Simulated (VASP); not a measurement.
# NaLi3 (I4/mmm) in VASP: single point with LDA

Aim: the single point of NaLi3 with LDA.

Program: VASP 6.6.1. These are calculated values, not measurements. Logs are shortened: lines on timing, memory, paths and dates and some standing lists are left out, and cuts for length are marked.

### Step 1. The structure

The structure is tetragonal, space group I4/mmm (No. 139). Conventional cell: a = 4.632 Å, b = 4.632 Å, c = 9.296 Å, α = 90.00°, β = 90.00°, γ = 90.00°. Na (site symmetry 4/mmm) is surrounded by 12 Li at 3.28 Å. Li (site symmetry -4m2) has 8 Li at 3.28 Å and 4 Na at 3.28 Å as nearest neighbours. Around Li (site symmetry 4/mmm) lie 4 Na at 3.28 Å and 8 Li at 3.28 Å.

The cell comes from a database or a generator and needn't be the stable form of this composition.

### Step 2. Single point, LDA

Input file INCAR:

```
PREC     = Accurate       # precision mode
ENCUT    = 520            # plane-wave cutoff, eV
EDIFF    = 1E-6           # SCF threshold, eV
ISMEAR   = 1              # smearing method
SIGMA    = 0.05           # smearing width, eV
LREAL    = False          # projectors in reciprocal space
LASPH    = True           # aspherical terms in the spheres
NELM     = 100            # most SCF steps
ALGO     = Fast           # electronic algorithm
ISIF     = 2              # what is computed and relaxed
LWAVE    = False          # write WAVECAR
LCHARG   = False          # write CHGCAR
GGA      = CA             # functional
NBANDS   = 16             # bands
ISYM     = 0
```

Input file KPOINTS:

```
Automatic mesh
0
Gamma
  7 7 7
```

Input file POSCAR:

```
NaLi3
1.0
   -2.3158330000      2.3158330000      4.6481580000
    2.3158330000     -2.3158330000      4.6481580000
    2.3158330000      2.3158330000     -4.6481580000
Na Li
1 3
Direct
    0.0000000000      0.0000000000      0.0000000000
    0.7500000000      0.2500000000      0.5000000000
    0.2500000000      0.7500000000      0.5000000000
    0.5000000000      0.5000000000      0.0000000000
```

Potentials or basis: VASP PAW LDA potentials, release 64 (Na_pv, Li_sv).

On the command line:

```sh
> cat potpaw_LDA.64/Na_pv/POTCAR potpaw_LDA.64/Li_sv/POTCAR > POTCAR
> mpirun -np 1 vasp_std > vasp.out
```

OUTCAR:

```text
PREC = Accurate
   ENCUT = 520
   EDIFF = 1E-6
   ISMEAR = 1
   LREAL = False
   LASPH = True
   NELM = 100
   ISIF = 2
   GGA = CA
   ISYM = 0

 ion  position               nearest neighbor table
   1  0.000  0.000  0.000-
   2  0.750  0.250  0.500-
   3  0.250  0.750  0.500-
   4  0.500  0.500  0.000-

IMPORTANT INFORMATION: All symmetrisations will be switched off!
NOSYMM: (Re-)initialisation of all symmetry stuff for point group C_1.

----------------------------------------------------------------------------------------

                                     Primitive cell

  volume of cell :      99.7138

  direct lattice vectors                    reciprocal lattice vectors
    -2.315833000  2.315833000  4.648158000     0.000000000  0.215905033  0.107569493
     2.315833000 -2.315833000  4.648158000     0.215905033  0.000000000  0.107569493
     2.315833000  2.315833000 -4.648158000     0.215905033  0.215905033  0.000000000

  length of vectors
     5.686082813  5.686082813  5.686082813     0.241218115  0.241218115  0.305335826

  position of ions in fractional coordinates (direct lattice)
     0.000000000  0.000000000  0.000000000
     0.750000000  0.250000000  0.500000000
     0.250000000  0.750000000  0.500000000
     0.500000000  0.500000000  0.000000000

  ion indices of the primitive-cell ions
   primitive index   ion index
                 1           1
                 2           2
                 3           3
                 4           4

----------------------------------------------------------------------------------------

 KPOINTS: Automatic mesh

Automatic generation of k-mesh.
 Grid dimensions read from file:
 generate k-points for:    7    7    7

 Generating k-lattice:

  Cartesian coordinates                     Fractional coordinates (reciprocal lattice)
     0.000000000  0.030843576  0.015367070     0.142857143 -0.000000000  0.000000000
     0.030843576  0.000000000  0.015367070    -0.000000000  0.142857143  0.000000000
     0.030843576  0.030843576  0.000000000     0.000000000  0.000000000  0.142857143

  Length of vectors
     0.034459731  0.034459731  0.043619404

  Shift w.r.t. Gamma in fractional coordinates (k-lattice)
     0.000000000  0.000000000  0.000000000

 Subroutine IBZKPT returns following result:
 ===========================================

 Found    172 irreducible k-points:

 Following reciprocal coordinates:
            Coordinates               Weight
  0.000000  0.000000  0.000000      1.000000
  0.142857  0.000000  0.000000      2.000000
  0.000000  0.142857  0.000000      2.000000
  0.000000  0.142857 -0.142857      2.000000
  0.142857  0.000000 -0.142857      2.000000
  0.285714  0.000000  0.000000      2.000000
[... 16 lines left out ...]
  0.000000 -0.428571  0.285714      2.000000
 -0.142857 -0.285714 -0.000000      2.000000
 [... further k-points ...]
   k-points           NKPTS =    172   k-points in BZ     NKDIM =    172   number of bands    NBANDS=     16
   number of dos      NEDOS =    301   number of ions     NIONS =      4
   total plane-waves  NPLWV =  74088
   dimension x,y,z NGX =    42 NGY =   42 NGZ =   42
   dimension x,y,z NGXF=    84 NGYF=   84 NGZF=   84
   ions per type =               1   3
   NGX,Y,Z   is equivalent  to a cutoff of  12.28, 12.28, 12.28 a.u.
   NGXF,Y,Z  is equivalent  to a cutoff of  24.56, 24.56, 24.56 a.u.
 SYSTEM =  unknown system
   PREC   = accura    normal or accurate (medium, high low for compatibility)
   ISTART =      0    job   : 0-new  1-cont  2-samecut
   ICHARG =      2    charge: 1-file 2-atom 10-const
   ISPIN  =      1    spin polarized calculation?
   LNONCOLLINEAR =      F non collinear calculations
   LSORBIT =      F    spin-orbit coupling
   LASPH  =      T    aspherical Exc in radial PAW
   ENCUT  =  520.0 eV  38.22 Ry    6.18 a.u.  10.57 10.57 10.57*2*pi/ulx,y,z
   NELM   =    100;   NELMIN=  2; NELMDL= -5     # of ELM steps
   EDIFF  = 0.1E-05   stopping-criterion for ELM
   LREAL  =      F    real-space projection
   EDIFFG = 0.1E-04   stopping-criterion for IOM
   NSW    =      0    number of steps for IOM
   IBRION =     -1    ionic relax: 0-MD 1-quasi-New 2-CG
   NFREE  =      0    steps in history (QN), initial steepest desc. (CG)
   ISIF   =      2    stress and relaxation
   ISYM   =      0    0-nonsym 1-usesym 2-fastsym
   POTIM  = 0.5000    time-step for ionic-motion
   TEBEG  =    0.0;   TEEND  =   0.0 temperature during run
   PSTRESS=    0.0 pullay stress
   NELECT =      16.0000    total number of electrons
   NUPDOWN=      -1.0000    fix difference up-down
   EMIN   =  10.00;   EMAX   =-10.00  energy-range for DOS
   EFERMI =   0.00;   METHOD = LEGACY
   ISMEAR =     1;   SIGMA  =   0.05  broadening in eV -4-tet -1-fermi 0-gaus
   EFERMI_NEDOS =   21; number of points for ismear=-14 and -15
   IALGO  =     68    algorithm
   IMIX   =      4    mixing-type and parameters
     AMIX     =   0.40;   BMIX     =  1.00
     AMIX_MAG =   1.60;   BMIX_MAG =  1.00
  volume/ion in A,a.u.               =      24.93       168.23
  Fermi-wavevector in a.u.,A,eV,Ry     =   0.889603  1.681106 10.767569  0.791394
  Thomas-Fermi vector in A             =   2.011185
   LORBIT       =      0    0 simple, 1 ext, 2 COOP (PROOUT), +10 PAW based schemes
   GGA     = CA    functional components
   LHFCALC =     F    Hartree Fock is set to
   AEXX    =    0.0000 exact exchange contribution
   IVDW    =     0    specifies the selected vdW correction
   LEPSILON=     F    determine dielectric tensor
   LRPA    =     F    only Hartree local field effects (RPA)
 non-spin polarized calculation
 RMM-DIIS sequential band-by-band and
 Methfessel and Paxton  Order N= 1 SIGMA  =   0.05
  energy-cutoff  :      520.00
  volume of cell :       99.71
 maximum number of plane-waves:      2705
   NGX = 21   NGY = 21   NGZ = 21

 number of electron      16.0000009 magnetization

 Free energy of the ion-electron system (eV)
  ---------------------------------------------------
  ext. energy  EPLUGINS =         0.00000000
  ---------------------------------------------------
  free energy    TOTEN  =        -7.39578442 eV

  energy without entropy =       -7.39523746  energy(sigma->0) =       -7.39560210

 E-fermi :   0.3857     XC(G=0):  -6.9738

 val. band max:        0.3847509552   @ k =   0.4286  -0.1429  -0.4286
 cond. band min:       0.4860694976   @ k =  -0.1429  -0.2857  -0.0000
 fundamental gap:      0.1013185424
 Fermi energy:         0.3857302338

 k-point     1 :       0.0000    0.0000    0.0000
  band No.  band energies     occupation
      1     -45.6635      2.00000
      2     -45.6471      2.00000
      3     -45.6423      2.00000
      4     -23.9848      2.00000
      5     -23.9848      2.00000
      6     -23.9774      2.00000
[... 8 lines left out ...]
     15       4.7854      0.00000
     16       7.3050      0.00000

 k-point     2 :       0.1429    0.0000    0.0000
  band No.  band energies     occupation
      1     -45.6634      2.00000
      2     -45.6469      2.00000
      3     -45.6426      2.00000
      4     -23.9852      2.00000
      5     -23.9848      2.00000
      6     -23.9774      2.00000
[... 8 lines left out ...]
     15       5.5523      0.00000
     16       7.0012      0.00000

 k-point     3 :       0.0000    0.1429    0.0000
  band No.  band energies     occupation
      1     -45.6634      2.00000
      2     -45.6469      2.00000
      3     -45.6426      2.00000
      4     -23.9852      2.00000
      5     -23.9848      2.00000
      6     -23.9774      2.00000
[... 8 lines left out ...]
     15       5.5523      0.00000
     16       7.0018      0.00000

 k-point     4 :       0.0000    0.1429   -0.1429
  band No.  band energies     occupation
      1     -45.6634      2.00000
      2     -45.6469      2.00000
      3     -45.6426      2.00000
      4     -23.9852      2.00000
      5     -23.9848      2.00000
      6     -23.9774      2.00000
[... 8 lines left out ...]
     15       5.5523      0.00000
     16       7.0012      0.00000

 k-point     5 :       0.1429    0.0000   -0.1429
  band No.  band energies     occupation
      1     -45.6634      2.00000
      2     -45.6469      2.00000
      3     -45.6426      2.00000
      4     -23.9852      2.00000
      5     -23.9848      2.00000
      6     -23.9774      2.00000
[... 8 lines left out ...]
     15       5.5523      0.00000
     16       7.0012      0.00000

 k-point     6 :       0.2857    0.0000    0.0000
  band No.  band energies     occupation
      1     -45.6630      2.00000
      2     -45.6465      2.00000
      3     -45.6434      2.00000
      4     -23.9860      2.00000
      5     -23.9847      2.00000
      6     -23.9774      2.00000
[... 8 lines left out ...]
     15       5.9329      0.00000
     16       6.6905      0.00000
[... 267 lines left out ...]
 k-point    21 :       0.4286    0.0000   -0.2857
  band No.  band energies     occupation
      1     -45.6628      2.00000
      2     -45.6464      2.00000
      3     -45.6435      2.00000
      4     -23.9860      2.00000
      5     -23.9851      2.00000
      6     -23.9774      2.00000
[... 8 lines left out ...]
     15       6.8130      0.00000
     16       7.6350      0.00000

 k-point    22 :      -0.2857   -0.1429    0.4286
  band No.  band energies     occupation
      1     -45.6628      2.00000
      2     -45.6464      2.00000
      3     -45.6435      2.00000
      4     -23.9860      2.00000
      5     -23.9851      2.00000
      6     -23.9774      2.00000
[... 8 lines left out ...]
     15       6.8123      0.00000
     16       7.6343      0.00000

 k-point    23 :       0.0000   -0.4286    0.2857
  band No.  band energies     occupation
      1     -45.6628      2.00000
      2     -45.6464      2.00000
      3     -45.6435      2.00000
      4     -23.9860      2.00000
      5     -23.9851      2.00000
      6     -23.9774      2.00000
[... 8 lines left out ...]
     15       6.8123      0.00000
     16       7.6343      0.00000

 k-point    24 :      -0.1429   -0.2857   -0.0000
  band No.  band energies     occupation
      1     -45.6628      2.00000
      2     -45.6464      2.00000
      3     -45.6435      2.00000
      4     -23.9860      2.00000
      5     -23.9851      2.00000
      6     -23.9774      2.00000
[... 8 lines left out ...]
     15       6.8124      0.00000
     16       7.6341      0.00000

 [... further k-points ...]
[... 5 lines left out ...]
  --------------------------------------------------------------------------------------
  -------------------------------------------------------------------------------------
  Total       -0.7118318     -0.7117997     -0.7051900      0.0000015     -0.0000057     -0.0000033
  in kB      -11.4375397    -11.4370245    -11.3308214      0.0000248     -0.0000919     -0.0000533
  external PRESSURE =     -11.4017952 kB  Pullay stress =       0.0000000 kB

 VOLUME and BASIS-vectors are now :
 -----------------------------------------------------------------------------
  energy-cutoff  :      520.00
  volume of cell :       99.71
      direct lattice vectors                 reciprocal lattice vectors
    -2.315833000  2.315833000  4.648158000     0.000000000  0.215905033  0.107569493
     2.315833000 -2.315833000  4.648158000     0.215905033  0.000000000  0.107569493
     2.315833000  2.315833000 -4.648158000     0.215905033  0.215905033  0.000000000

 POSITION                                       TOTAL-FORCE (eV/Angst)
 -----------------------------------------------------------------------------------
      0.00000      0.00000      0.00000         0.000004     -0.000002      0.000005
     -0.00000      2.31583      2.32408        -0.000011      0.000012     -0.000008
      2.31583     -0.00000      2.32408         0.000014     -0.000008      0.000013
      0.00000      0.00000      4.64816        -0.000008     -0.000001     -0.000009
 -----------------------------------------------------------------------------------
    total drift:                                0.000014      0.000010     -0.000009

  FREE ENERGIE OF THE ION-ELECTRON SYSTEM (eV)
  ---------------------------------------------------
  free  energy   TOTEN  =        -7.3957844250 eV

  energy  without entropy=       -7.3952374592  energy(sigma->0) =       -7.39560210
```

Wall time 3.4 min (1 thread of Intel Xeon 6975P-C (Granite Rapids), shared host); peak memory 0.35 GiB.

Results:

- Free energy: -7.3958 eV
- Band gap on the k mesh: none (metal or under the smearing width)

Levels at points of the mesh, in eV from the Fermi level:
| k point | band 4 | band 5 | band 6 | band 7 | band 8 | band 9 | band 10 | band 11 | band 12 | band 13 |
| --- | --- | --- | --- | --- | --- | --- | --- | --- | --- | --- |
| (0.00, 0.00, 0.00) | -24.37 | -24.37 | -24.36 | -3.43 | 1.49 | 2.86 | 2.86 | 3.53 | 3.56 | 3.56 |

Caveat: the cutoff is under 1.25 times the usual one of these potentials, so pressure, stress and relaxed cells hold a basis-set (Pulay) error.
